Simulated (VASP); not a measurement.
Consider the following.

```xyz
2
Lattice="0.0000 2.2332 2.2332 2.2332 0.0000 2.2332 2.2332 2.2332 0.0000" Properties=species:S:1:pos:R:3 pbc="T T T"
Ta     0.0000     0.0000     0.0000
C      2.2332     2.2332     2.2332
```

Calculation: optB86b-vdW, VASP's PBE PAW potentials (set 64) (plane waves; VASP). Settings: 520 eV cut-off, Gaussian smearing of 0.050 eV, potentials Ta_pv C.

Unless said otherwise, spin-orbit coupling is left out, though it shifts the bands of the heavy elements here.

**Question.** What does the run give for the band gap (along the path) with the smallest direct gap where there is one?

**Answer.** 
The band gap (along the path) is none (metal, semimetal or under 0.01 eV).

The absolute energy has meaning only against runs of the same code, potentials and settings.

The compound is TaC in the rock salt structure. It was relaxed first. The electron count is odd and the run is not spin-polarised, which forces a metal.
